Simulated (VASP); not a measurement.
Output of a VASP run:

### OUTCAR
```
 ion  position               nearest neighbor table
   1  0.667  0.333  0.378-   3 2.44   4 2.44   3 2.44   4 2.44   3 2.44   4 2.44
   2  0.333  0.667  0.622-   6 2.44   5 2.44   6 2.44   5 2.44   6 2.44   5 2.44
   3  0.333  0.667  0.441-   1 2.44   1 2.44   1 2.44
   4  0.333  0.667  0.316-   1 2.44   1 2.44   1 2.44
   5  0.667  0.333  0.684-   2 2.44   2 2.44   2 2.44
   6  0.667  0.333  0.559-   2 2.44   2 2.44   2 2.44
  LATTYP: Found a hexagonal cell.
 ALAT       =     3.1936337463
 C/A-ratio  =     8.0516710153
 Subroutine PRICEL returns:
 Original cell was already a primitive cell.
 Subroutine GETGRP returns: Found 12 space group operations
The static configuration has the point symmetry D_3d.
The dynamic configuration has the point symmetry D_3d.
 Subroutine INISYM returns: Found 12 space group operations
 Subroutine IBZKPT returns following result:
 Found     19 irreducible k-points:

 Following reciprocal coordinates:
            Coordinates               Weight
  0.000000  0.000000  0.000000      1.000000
  0.083333  0.000000  0.000000      6.000000
  0.166667  0.000000  0.000000      6.000000
  0.250000  0.000000  0.000000      6.000000
  0.333333  0.000000  0.000000      6.000000
  0.416667  0.000000  0.000000      6.000000
  0.500000  0.000000  0.000000      3.000000
  0.083333  0.083333  0.000000      6.000000
  0.166667  0.083333  0.000000     12.000000
  0.250000  0.083333  0.000000     12.000000
  0.333333  0.083333  0.000000     12.000000
  0.416667  0.083333  0.000000     12.000000
  0.166667  0.166667  0.000000      6.000000
  0.250000  0.166667  0.000000     12.000000
  0.333333  0.166667  0.000000     12.000000
  0.416667  0.166667  0.000000      6.000000
  0.250000  0.250000  0.000000      6.000000
  0.333333  0.250000  0.000000     12.000000
  0.333333  0.333333  0.000000      2.000000
   k-points           NKPTS =     19   k-points in BZ     NKDIM =     19   number of bands    NBANDS=     31
   number of dos      NEDOS =    301   number of ions     NIONS =      6
   total plane-waves  NPLWV =  32256
   dimension x,y,z NGX =    16 NGY =   16 NGZ =  126
   dimension x,y,z NGXF=    32 NGYF=   32 NGZF=  252
   ions per type =               2   4
   PREC   = normal    normal or accurate (medium, high low for compatibility)
   ISTART =      0    job   : 0-new  1-cont  2-samecut
   ICHARG =      2    charge: 1-file 2-atom 10-const
   ISPIN  =      1    spin polarized calculation?
   LNONCOLLINEAR =      F non collinear calculations
   LSORBIT =      F    spin-orbit coupling
   INIWAV =      1    electr: 0-lowe 1-rand  2-diag
   ENCUT  =  400.0 eV  29.40 Ry    5.42 a.u.   5.21  5.21 41.93*2*pi/ulx,y,z
   NELM   =    100;   NELMIN=  4; NELMDL= -5     # of ELM steps
   EDIFF  = 0.1E-04   stopping-criterion for ELM
   LREAL  =      F    real-space projection
   NLSPLINE    = F    spline interpolate recip. space projectors
   LMAXMIX     =    6 max onsite mixed and CHGCAR
   VOSKOWN=      0    Vosko Wilk Nusair interpolation
   EDIFFG = -.3E-01   stopping-criterion for IOM
   NSW    =     50    number of steps for IOM
   NBLOCK =      1;   KBLOCK =     50    inner block; outer block
   IBRION =      2    ionic relax: 0-MD 1-quasi-New 2-CG
   NFREE  =      1    steps in history (QN), initial steepest desc. (CG)
   ISIF   =      4    stress and relaxation
   ISYM   =      2    0-nonsym 1-usesym 2-fastsym
   TEIN   =    0.0    initial temperature
   TEBEG  =    0.0;   TEEND  =   0.0 temperature during run
   SMASS  =  -3.00    Nose mass-parameter (am)
   PSTRESS=    0.0 pullay stress
   NELECT =      52.0000    total number of electrons
   EFERMI =   0.00;   METHOD = LEGACY
   ISMEAR =     0;   SIGMA  =   0.05  broadening in eV -4-tet -1-fermi 0-gaus
   IALGO  =     38    algorithm
   LDIAG  =      T    sub-space diagonalisation (order eigenvalues)
   IMIX   =      4    mixing-type and parameters
     AMIX     =   0.40;   BMIX     =  1.00
     AMIX_MAG =   1.60;   BMIX_MAG =  1.00
     AMIN     =   0.10
...
```

**OSZICAR**
```
...
       N       E                     dE             d eps       ncg     rms          rms(c)
DAV:   1    -0.344420684598E+02   -0.67370E-03   -0.49001E-02  1178   0.136E+00    0.232E-01
DAV:   2    -0.344415050761E+02    0.56338E-03   -0.41732E-03  1265   0.374E-01    0.125E-01
DAV:   3    -0.344414054112E+02    0.99665E-04   -0.21879E-04  1488   0.923E-02    0.648E-02
DAV:   4    -0.344413614718E+02    0.43939E-04   -0.29877E-04  1374   0.854E-02    0.337E-02
DAV:   5    -0.344413667587E+02   -0.52869E-05   -0.27214E-05  1067   0.334E-02
   6 F= -.34441367E+02 E0= -.34441367E+02  d E =-.257942E-02
       N       E                     dE             d eps       ncg     rms          rms(c)
DAV:   1    -0.344415344554E+02   -0.17298E-03   -0.76835E-03  1178   0.533E-01    0.102E-01
DAV:   2    -0.344415024184E+02    0.32037E-04   -0.61323E-04  1244   0.146E-01    0.400E-02
DAV:   3    -0.344415161438E+02   -0.13725E-04   -0.31637E-05  1011   0.368E-02    0.201E-02
DAV:   4    -0.344415629104E+02   -0.46767E-04   -0.36333E-05  1059   0.324E-02    0.848E-03
DAV:   5    -0.344415660160E+02   -0.31056E-05   -0.41834E-06   715   0.163E-02
   7 F= -.34441566E+02 E0= -.34441566E+02  d E =-.277868E-02
       N       E                     dE             d eps       ncg     rms          rms(c)
DAV:   1    -0.344416709712E+02   -0.10806E-03   -0.45833E-03  1178   0.414E-01    0.743E-02
DAV:   2    -0.344416635986E+02    0.73726E-05   -0.37901E-04  1258   0.114E-01    0.349E-02
DAV:   3    -0.344416722980E+02   -0.86994E-05   -0.18601E-05   919   0.293E-02    0.186E-02
DAV:   4    -0.344416740014E+02   -0.17034E-05   -0.37459E-05   966   0.406E-02
   8 F= -.34441674E+02 E0= -.34441674E+02  d E =-.288666E-02
       N       E                     dE             d eps       ncg     rms          rms(c)
DAV:   1    -0.344416991637E+02   -0.26866E-04   -0.11601E-03  1178   0.209E-01    0.355E-02
DAV:   2    -0.344416929513E+02    0.62124E-05   -0.99404E-05  1056   0.599E-02    0.178E-02
DAV:   3    -0.344416799947E+02    0.12957E-04   -0.98662E-06   784   0.239E-02    0.959E-03
DAV:   4    -0.344416712923E+02    0.87025E-05   -0.13271E-05   786   0.241E-02
   9 F= -.34441671E+02 E0= -.34441671E+02  d E =-.288396E-02
       N       E                     dE             d eps       ncg     rms          rms(c)
DAV:   1    -0.344404805668E+02    0.11994E-02   -0.83572E-02  1307   0.354E+00    0.182E-01
DAV:   2    -0.344414810043E+02   -0.10004E-02   -0.15395E-02  1213   0.795E-01    0.884E-02
DAV:   3    -0.344414549789E+02    0.26025E-04   -0.38213E-04  1437   0.153E-01    0.376E-02
DAV:   4    -0.344414119212E+02    0.43058E-04   -0.92620E-05  1322   0.533E-02    0.220E-02
DAV:   5    -0.344413808947E+02    0.31026E-04   -0.16480E-05   972   0.314E-02    0.121E-02
DAV:   6    -0.344413829019E+02   -0.20072E-05   -0.11515E-05   859   0.243E-02
  10 F= -.34441383E+02 E0= -.34441383E+02  d E =0.288390E-03
       N       E                     dE             d eps       ncg     rms          rms(c)
DAV:   1    -0.344410071055E+02    0.37379E-03   -0.49787E-02  1300   0.273E+00    0.136E-01
DAV:   2    -0.344417311931E+02   -0.72409E-03   -0.91635E-03  1192   0.616E-01    0.648E-02
DAV:   3    -0.344417178514E+02    0.13342E-04   -0.25127E-04  1444   0.129E-01    0.305E-02
DAV:   4    -0.344417137382E+02    0.41131E-05   -0.57464E-05  1234   0.421E-02
  11 F= -.34441714E+02 E0= -.34441714E+02  d E =-.424460E-04
```

**OUTCAR**
```
------------------------ aborting loop because EDIFF is reached ----------------------------------------
  FORCE on cell =-STRESS in cart. coord.  units (eV):
  Direction    XX          YY          ZZ          XY          YZ          ZX
  --------------------------------------------------------------------------------------
  Total        0.0030430      0.0030430     -0.0816779      0.0000000     -0.0000000      0.0000000
  in kB        0.0214658      0.0214658     -0.5761603      0.0000000     -0.0000000      0.0000000
  external PRESSURE =      -0.1777429 kB  Pullay stress =       0.0000000 kB
  volume of cell :      227.13
      direct lattice vectors                 reciprocal lattice vectors
     3.192880312 -0.000000000  0.000000000     0.313196832  0.180824277 -0.000000000
    -1.596440156  2.765115439 -0.000000000     0.000000000  0.361648554 -0.000000000
     0.000000000  0.000000000 25.726225368    -0.000000000 -0.000000000  0.038870840
 POSITION                                       TOTAL-FORCE (eV/Angst)
 -----------------------------------------------------------------------------------
      1.59644      0.92170      9.73053        -0.000000     -0.000000     -0.022726
     -0.00000      1.84341     15.99570         0.000000      0.000000      0.022726
     -0.00000      1.84341     11.30866         0.000000     -0.000000      0.007032
     -0.00000      1.84341      8.15319         0.000000     -0.000000     -0.000333
      1.59644      0.92170     17.57303        -0.000000      0.000000      0.000333
      1.59644      0.92170     14.41756        -0.000000      0.000000     -0.007032
 -----------------------------------------------------------------------------------
    total drift:                               -0.000000      0.000000      0.000000
  FREE ENERGIE OF THE ION-ELECTRON SYSTEM (eV)
  ---------------------------------------------------
  free  energy   TOTEN  =       -34.4417137382 eV

  energy  without entropy=      -34.4417137382  energy(sigma->0) =      -34.44171374

 reached required accuracy - stopping structural energy minimisation
```
(Selected blocks of OUTCAR.)

**POSCAR**
```
WS2 bilayer
1
    3.1936337463     0.0000000000     0.0000000000
   -1.5968168731     2.7657679318     0.0000000000
    0.0000000000     0.0000000000    25.7140882685
W S
2 4
Direct
  0.6666670000   0.3333330000   0.3783280000
  0.3333330000   0.6666670000   0.6216720000
  0.3333330000   0.6666670000   0.4406240000
  0.3333330000   0.6666670000   0.3160320000
  0.6666670000   0.3333330000   0.6839680000
  0.6666670000   0.3333330000   0.5593760000
```

Problem. Reconstruct the remaining input files.

Solution. One answer among several that fit: the input of the run itself, optB88-vdW, plane waves, VASP's PBE PAW potentials (set 64).

KPOINTS:
```
Automatic mesh
0
Gamma
12 12 1
0 0 0
```

**INCAR**
```
# general
SYSTEM   = WS2 bilayer
PREC     = Normal
ENCUT    = 400
LREAL    = .False.   # projection in real space or not
LASPH    = .True.   # aspherical one-centre terms

# electronic loop
EDIFF    = 1E-5
NELM     = 100   # most electronic steps
NELMIN   = 4
ALGO     = Normal   # blocked Davidson
LMAXMIX  = 6   # l cut-off of mixed one-centre charges

# smearing
ISMEAR   = 0   # Gaussian
SIGMA    = 0.05

# functional
GGA      = BO
LUSE_VDW = .True.
AGGAC    = 0.0
PARAM1   = 0.1833333333
PARAM2   = 0.22

# ions
IBRION   = 2   # conjugate gradients
NSW      = 50   # most ionic steps
ISIF     = 4   # ions and shape, fixed volume
EDIFFG   = -0.03   # ionic stop

# output
LWAVE    = .True.
LCHARG   = .False.
```

POTCAR, in this order: W_sv S (PBE.64 set). Program: vasp_std.

The cell is a sheet with vacuum, built from WS2 (2H layered).
